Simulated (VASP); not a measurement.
Input:

```
CELL_PARAMETERS angstrom
     -1.56169     1.56169     1.56169
      1.56169    -1.56169     1.56169
      1.56169     1.56169    -1.56169
ATOMIC_POSITIONS crystal
  W  0.00000 0.00000 0.00000
```

All values below come from PBE GGA, VASP's PBE PAW potentials (set 64) (plane waves; VASP). Settings: 480 eV cut-off, 14×14×14 Γ-centred mesh, first-order Methfessel-Paxton smearing of 0.10 eV, potentials W_sv.

Unless said otherwise, spin-orbit coupling is left out, though it shifts the bands of the heavy elements here.

Question: Predict the energy per atom (σ→0), pressure, band gap (on the k-mesh) with the smallest direct gap where there is one.

Answer: 
```
Item                                                        Result
------------------------  ----------------------------------------
band gap (on the k-mesh)  none (metal, semimetal or under 0.01 eV)
energy per atom (σ→0)                              -12.887 eV/atom
pressure                                                 20.69 GPa
```

The absolute energy has meaning only against runs of the same code, potentials and settings.

The compound is W in the bcc structure. This cell was strained or had an atom moved on purpose.
